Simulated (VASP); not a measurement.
# Quasiparticle energies of BAs in VASP

How does the gap of BAs change from the starting functional to GW? The cell is of the zinc-blende type, one of the forms listed for this formula. The start is a cell from a database of measured crystal structures.

Calculated with VASP 6.6.1; PBE; plane waves and PAW (B_GW, As_GW), in the first sound run; inputs show where later runs differ.

## (1) Set-up

It takes space group F-43m (No. 216, cubic). The conventional cell has a = 4.777 Å, b = 4.777 Å, c = 4.777 Å, α = 90.00°, β = 90.00°, γ = 90.00°. Nearest to B lie 4 As at 2.07 Å. Nearest to As lie 4 B at 2.07 Å. Farther neighbours are not listed.

## (2) Ground state

The orbitals come from a self-consistent PBE run. EDIFF is tight for accurate orbitals, and a narrow smearing avoids fractional occupations.

The input, INCAR:

```
SYSTEM = BAs
PREC = Accurate
ENCUT = 340
EDIFF = 1E-08
NELM = 100
ISMEAR = 0
SIGMA = 0.01
LREAL = .FALSE.
ALGO = Normal
GGA = PE
NBANDS = 10
LORBIT = 11
LWAVE = .TRUE.
LCHARG = .FALSE.
KPAR = 8
```

The input, POSCAR:

```
BAs
1.0
    0.0000000000      2.3885000000      2.3885000000
    2.3885000000      0.0000000000      2.3885000000
    2.3885000000      2.3885000000      0.0000000000
B As
1 1
Direct
    0.0000000000      0.0000000000      0.0000000000
    0.2500000000      0.2500000000      0.2500000000
```

The input, KPOINTS:

```
Automatic mesh
0
Gamma
6 6 6
0 0 0
```

The projector-augmented-wave data sets are B_GW and As_GW (PBE family, release 64).

Command:

```bash
$ mpirun -np 8 vasp_std
```

Output:

```text
[banner, memory and clock lines left out]
running    8 mpi-ranks, on    1 nodes
 distrk:  each k-point on    1 cores,    8 groups
 distr:  one band on    1 cores,    1 groups

 POSCAR found type information on POSCAR B As
 POSCAR found :  2 types and       2 ions
|                                                                             |
|           W    W    AA    RRRRR   N    N  II  N    N   GGGG   !!!           |
|           W    W   A  A   R    R  NN   N  II  NN   N  G    G  !!!           |
|           W    W  A    A  R    R  N N  N  II  N N  N  G       !!!           |
|           W WW W  AAAAAA  RRRRR   N  N N  II  N  N N  G  GGG   !            |
|           WW  WW  A    A  R   R   N   NN  II  N   NN  G    G                |
|           W    W  A    A  R    R  N    N  II  N    N   GGGG   !!!           |
|                                                                             |
|     For optimal performance we recommend to set                             |
|       NCORE = 2 up to number-of-cores-per-socket                            |
|     NCORE specifies how many cores store one orbital (NPAR=cpu/NCORE).      |
|     This setting can greatly improve the performance of VASP for DFT.       |
|     The default, NCORE=1 might be grossly inefficient on modern             |
|     multi-core architectures or massively parallel machines. Do your        |
|     Unfortunately you need to use the default for GW and RPA                |
|     calculations (for HF NCORE is supported but not extensively tested      |
|     yet).                                                                   |
|                                                                             |

 LDA part: xc-table for (Slater+PW92), standard interpolation
 POSCAR, INCAR and KPOINTS ok, starting setup
 FFT: planning ... GRIDC
 FFT: planning ... GRID_SOFT
 FFT: planning ... GRID
 WAVECAR not read
 entering main loop
       N       E                     dE             d eps       ncg     rms          rms(c)
DAV:   1     0.878002236355E+01    0.87800E+01   -0.32977E+03   320   0.572E+02
DAV:   2    -0.114143956372E+02   -0.20194E+02   -0.19612E+02   462   0.102E+02
DAV:   3    -0.120434551668E+02   -0.62906E+00   -0.62676E+00   408   0.166E+01
DAV:   4    -0.120498205352E+02   -0.63654E-02   -0.63644E-02   414   0.188E+00
DAV:   5    -0.120499602089E+02   -0.13967E-03   -0.13967E-03   406   0.205E-01    0.403E+00
DAV:   6    -0.114470193226E+02    0.60294E+00   -0.17906E+00   478   0.692E+00    0.169E+00
DAV:   7    -0.113880870363E+02    0.58932E-01   -0.17458E-01   428   0.229E+00    0.739E-01
DAV:   8    -0.113807874708E+02    0.72996E-02   -0.20097E-02   370   0.907E-01    0.772E-02
DAV:   9    -0.113811680947E+02   -0.38062E-03   -0.61031E-04   398   0.165E-01    0.418E-02
DAV:  10    -0.113813022582E+02   -0.13416E-03   -0.20145E-04   366   0.990E-02    0.859E-03
DAV:  11    -0.113813014215E+02    0.83671E-06   -0.71403E-06   384   0.156E-02    0.423E-03
DAV:  12    -0.113813019783E+02   -0.55689E-06   -0.20506E-06   360   0.993E-03    0.605E-04
DAV:  13    -0.113813019644E+02    0.13897E-07   -0.58931E-08   404   0.168E-03    0.299E-04
DAV:  14    -0.113813020953E+02   -0.13089E-06   -0.11683E-08   270   0.579E-04    0.739E-05
DAV:  15    -0.113813020804E+02    0.14952E-07   -0.14457E-09   210   0.255E-04    0.331E-05
DAV:  16    -0.113813020648E+02    0.15604E-07   -0.20705E-10   214   0.116E-04    0.592E-06
DAV:  17    -0.113813020622E+02    0.25424E-08   -0.22900E-11   214   0.409E-05
   1 F= -.11381302E+02 E0= -.11381302E+02  d E =-.658266E-57
 writing wavefunctions
```

The job ended after 3 s (8 MPI ranks of AMD EPYC 7R43, shared host; peak memory 0.76 GiB; 16 s of CPU time).

The logs omit lines about the potential files and the build; timing stands in the text.

From OUTCAR (step 2):

```text
ion  position               nearest neighbor table
   1  0.000  0.000  0.000-   2 2.07   2 2.07   2 2.07   2 2.07
   2  0.250  0.250  0.250-   1 2.07   1 2.07   1 2.07   1 2.07

  LATTYP: Found a face centered cubic cell.
 ALAT       =     4.7770000000

 Subroutine GETGRP returns: Found 24 space group operations
 (whereof 24 operations were pure point group operations)

The static configuration has the point symmetry T_d .

 Found     16 irreducible k-points:

   k-points           NKPTS =     16   k-points in BZ     NKDIM =     16   number of bands    NBANDS=     10

   dimension x,y,z NGX =    20 NGY =   20 NGZ =   20
   dimension x,y,z NGXF=    40 NGYF=   40 NGZF=   40

   ENCUT  =  340.0 eV  24.99 Ry    5.00 a.u.   5.08  5.08  5.08*2*pi/ulx,y,z

   NELECT =       8.0000    total number of electrons

 k-points in reciprocal lattice and weights: Automatic mesh
   0.00000000  0.00000000  0.00000000       0.005
   0.16666667  0.00000000  0.00000000       0.037
   0.33333333  0.00000000  0.00000000       0.037
   0.50000000  0.00000000  0.00000000       0.019
   0.16666667  0.16666667  0.00000000       0.028
   0.33333333  0.16666667  0.00000000       0.111
   0.50000000  0.16666667  0.00000000       0.111
  -0.33333333  0.16666667  0.00000000       0.111
  -0.16666667  0.16666667  0.00000000       0.056
[...]
-0.33333333  0.33333333  0.16666667       0.111
  -0.33333333  0.50000000  0.16666667       0.056

 average (electrostatic) potential at core
       1 -26.7438       2 -48.7402

 E-fermi :   6.2848

 k-point     1 :       0.0000    0.0000    0.0000
  band No.  band energies     occupation
      1      -9.2365      2.00000
      2       6.1743      2.00000
      3       6.1743      2.00000
      4       6.1743      2.00000
      5       9.4405      0.00000
      6       9.4405      0.00000
      7       9.4405      0.00000
      8      10.8291      0.00000
      9      15.7380      0.00000
    ...

 k-point     2 :       0.1667    0.0000    0.0000
  band No.  band energies     occupation
      1      -8.7832      2.00000
      2       3.2123      2.00000
      3       5.4914      2.00000
      4       5.4914      2.00000
      5       9.4592      0.00000
      6      10.3277      0.00000
      7      10.3277      0.00000
      8      12.8060      0.00000
      9      17.1582      0.00000
    ...

 k-point     3 :       0.3333    0.0000    0.0000
  band No.  band energies     occupation
      1      -7.5163      2.00000
      2      -0.5728      2.00000
      3       4.6567      2.00000
      4       4.6567      2.00000
      5       9.0191      0.00000
      6      10.9931      0.00000
      7      10.9931      0.00000
      8      14.8480      0.00000
      9      17.6522      0.00000
    ...

  Total        0.4972311      0.4972311      0.4972311      0.0000000     -0.0000000     -0.0000000
  in kB       29.2323107     29.2323107     29.2323107      0.0000000     -0.0000000     -0.0000000
  external PRESSURE =      29.2323107 kB  Pullay stress =       0.0000000 kB

  energy-cutoff  :      340.00
  volume of cell :       27.25
      direct lattice vectors                 reciprocal lattice vectors
     0.000000000  2.388500000  2.388500000    -0.209336404  0.209336404  0.209336404
     2.388500000  0.000000000  2.388500000     0.209336404 -0.209336404  0.209336404
     2.388500000  2.388500000  0.000000000     0.209336404  0.209336404 -0.209336404

 POSITION                                       TOTAL-FORCE (eV/Angst)
 -----------------------------------------------------------------------------------
      0.00000      0.00000      0.00000         0.000000      0.000000      0.000000
      1.19425      1.19425      1.19425        -0.000000     -0.000000     -0.000000
 -----------------------------------------------------------------------------------
    total drift:                                0.000001      0.000001      0.000000

  FREE ENERGIE OF THE ION-ELECTRON SYSTEM (eV)
  ---------------------------------------------------
  free  energy   TOTEN  =       -11.3813020622 eV

  energy  without entropy=      -11.3813020622  energy(sigma->0) =      -11.38130206

 total charge
# of ion       s       p       d       tot
------------------------------------------
    1        0.635   1.125   0.000   1.760
    2        1.150   1.627   0.088   2.865
--------------------------------------------------
tot          1.785   2.752   0.088   4.625

[... 3 further parts left out ...]
```

The gap is read on the k-mesh alone, so it is an upper bound where the band edges lie off the mesh.

A gap read on the k-mesh alone can miss the band edges.

This step gave:

```yaml
free_energy_toten: -11.38 eV
fermi_energy: 6.285 eV
pressure: 2.923 GPa
gap_on_the_k_mesh: 1.265 eV
least_direct_gap_on_the_k_mesh: 3.266 eV
```

The cell has a gap of 1.26 eV on this mesh and a pressure of +2.9 GPa, which holds the misfit of the given cell and coordinates with this functional, and any error of cutoff, mesh and data sets. Spin-orbit coupling is left out, which can shift or reorder these edges.

## (3) Empty bands, functional PBE

The next step needs empty bands that the ground-state run didn't converge, so the Hamiltonian is diagonalised exactly for NBANDS bands, in a single step. LOPTICS writes the k-derivatives of the orbitals (WAVEDER), which give the long-wavelength limit of the screening.

The input, INCAR:

```
SYSTEM = BAs
PREC = Accurate
ENCUT = 340
ISMEAR = 0
SIGMA = 0.01
LREAL = .FALSE.
GGA = PE
NBANDS = 176
ALGO = Exact
NELM = 1
LWAVE = .TRUE.
LCHARG = .FALSE.
LOPTICS = .TRUE.
NEDOS = 1000
CSHIFT = 0.1
```

POSCAR is that of step 2.

KPOINTS is that of step 2.

Command:

```bash
$ mpirun -np 8 vasp_std
```

Output:

```text
[banner, memory and clock lines left out]
running    8 mpi-ranks, on    1 nodes
 distrk:  each k-point on    8 cores,    1 groups
 distr:  one band on    1 cores,    8 groups

 POSCAR found type information on POSCAR B As
 POSCAR found :  2 types and       2 ions
 [... a notice as in an earlier step ...]

 LDA part: xc-table for (Slater+PW92), standard interpolation
 found WAVECAR, reading the header
  number of bands has changed, file:    10 present:   176
  trying to continue reading WAVECAR, but it might fail
 POSCAR, INCAR and KPOINTS ok, starting setup
 FFT: planning ... GRIDC
 FFT: planning ... GRID_SOFT
 FFT: planning ... GRID
 reading WAVECAR
 random initialization beyond band           10
 the WAVECAR file was read successfully
 initial charge from wavefunction
 entering main loop
       N       E                     dE             d eps       ncg     rms          rms(c)
DIA:   1    -0.113813020635E+02   -0.11381E+02    0.00000E+00     0   0.000E+00
   1 F= -.11381302E+02 E0= -.11381302E+02  d E =-.881985-112
 writing wavefunctions
 optical routines
 imaginary and real dielectric function
 recalculating local potential from charge density
 direction            1
 direction            2
 direction            3
```

Wall time 4 s (8 MPI ranks); peak memory 0.7 GiB.

From OUTCAR (step 3):

```text
The static configuration has the point symmetry T_d .

 Found     16 irreducible k-points:

   k-points           NKPTS =     16   k-points in BZ     NKDIM =     16   number of bands    NBANDS=    176

   NELECT =       8.0000    total number of electrons

 E-fermi :   6.3319

  Total        0.4972373      0.4972373      0.4972373     -0.0000000     -0.0000000      0.0000000
  in kB       29.2326771     29.2326771     29.2326771     -0.0000000     -0.0000000      0.0000000
  external PRESSURE =      29.2326771 kB  Pullay stress =       0.0000000 kB

 POSITION                                       TOTAL-FORCE (eV/Angst)
 -----------------------------------------------------------------------------------
      0.00000      0.00000      0.00000        -0.000000     -0.000000     -0.000000
      1.19425      1.19425      1.19425         0.000000      0.000000      0.000000
 -----------------------------------------------------------------------------------
    total drift:                                0.000001      0.000001      0.000000

  FREE ENERGIE OF THE ION-ELECTRON SYSTEM (eV)
  ---------------------------------------------------
  free  energy   TOTEN  =       -11.3813020635 eV

  energy  without entropy=      -11.3813020635  energy(sigma->0) =      -11.38130206

 plasma frequency squared (from intraband transitions) (eV^2)
  --------------------------------------------------------------------------------------
       0.000      -0.000      -0.000
      -0.000       0.000       0.000
      -0.000       0.000       0.000

[... 14 parts as in an earlier step ...]
```

WAVECAR now holds 176 bands for 8 electrons. Its independent-particle dielectric tensor has xx, yy, zz = 11.6, 11.6, 11.6 on this mesh, which isn't tested for convergence in mesh or bands and lacks local fields.

(Part 1 of 5 ends here.)

[Lines on the potential files, build, host, timing and source positions are cut from VASP's logs without a mark.]

[Logs are printed without paths, hosts, clocks, repeated set-up lines and the standing remarks that a program may print on its own settings, such as how far it seeks lower states.]

[Hosts, paths, dates, database ids (printed as entryN), source tags and the programs' standing remarks are cut or masked in the printed files.]

[Pressures printed for these runs are not shown converged in the cutoff: they can be off by several GPa and have the wrong sign.]
